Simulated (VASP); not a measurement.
Input:

```
Bi
1.0
    4.23197    -2.29326     0.01087
    4.23197     2.29326     0.01087
    2.97959     0.00000     3.78031
Bi
2
Direct
  0.23411   0.23411   0.23411
  0.76589   0.76589   0.76589
```

Level of theory: PBE GGA with spin-orbit coupling, VASP's PBE PAW potentials (set 64) (plane waves; VASP 6.6.1). Numerical set-up: 400 eV cut-off, 9×9×9 Γ-centred mesh, Gaussian smearing of 0.050 eV, potentials Bi_d.

Q: Give the energies of bands 25 to 37 at the high-symmetry points, in eV from the Fermi level.

A: 
```json
[
 {"band": "25", "Γ": "-2.65", "T": "-1.62", "H2": "-4.08", "L": "-1.76", "S0": "-4.29", "F": "-4.57"},
 {"band": "26", "Γ": "-2.65", "T": "-1.62", "H2": "-4.08", "L": "-1.76", "S0": "-4.29", "F": "-4.57"},
 {"band": "27", "Γ": "-0.69", "T": "-1.26", "H2": "-3.89", "L": "-1.75", "S0": "-3.00", "F": "-3.52"},
 {"band": "28", "Γ": "-0.69", "T": "-1.26", "H2": "-3.89", "L": "-1.75", "S0": "-3.00", "F": "-3.52"},
 {"band": "29", "Γ": "-0.44", "T": "0.11", "H2": "-0.50", "L": "-0.10", "S0": "-1.91", "F": "-2.27"},
 {"band": "30", "Γ": "-0.44", "T": "0.11", "H2": "-0.50", "L": "-0.10", "S0": "-1.91", "F": "-2.27"},
 {"band": "31", "Γ": "1.11", "T": "0.40", "H2": "0.70", "L": "-0.05", "S0": "2.16", "F": "2.36"},
 {"band": "32", "Γ": "1.11", "T": "0.40", "H2": "0.70", "L": "-0.05", "S0": "2.16", "F": "2.36"},
 {"band": "33", "Γ": "3.27", "T": "1.00", "H2": "4.67", "L": "0.78", "S0": "3.55", "F": "4.03"},
 {"band": "34", "Γ": "3.27", "T": "1.00", "H2": "4.67", "L": "0.78", "S0": "3.55", "F": "4.03"},
 {"band": "35", "Γ": "3.60", "T": "1.29", "H2": "5.20", "L": "1.22", "S0": "4.69", "F": "5.91"},
 {"band": "36", "Γ": "3.60", "T": "1.29", "H2": "5.20", "L": "1.22", "S0": "4.69", "F": "5.91"},
 {"band": "37", "Γ": "5.62", "T": "6.91", "H2": "5.69", "L": "7.37", "S0": "5.73", "F": "6.35"}
]
```

It has no gap at this level: it comes out as a metal or semimetal.

The compound is Bi in the a7 structure. It was relaxed first.
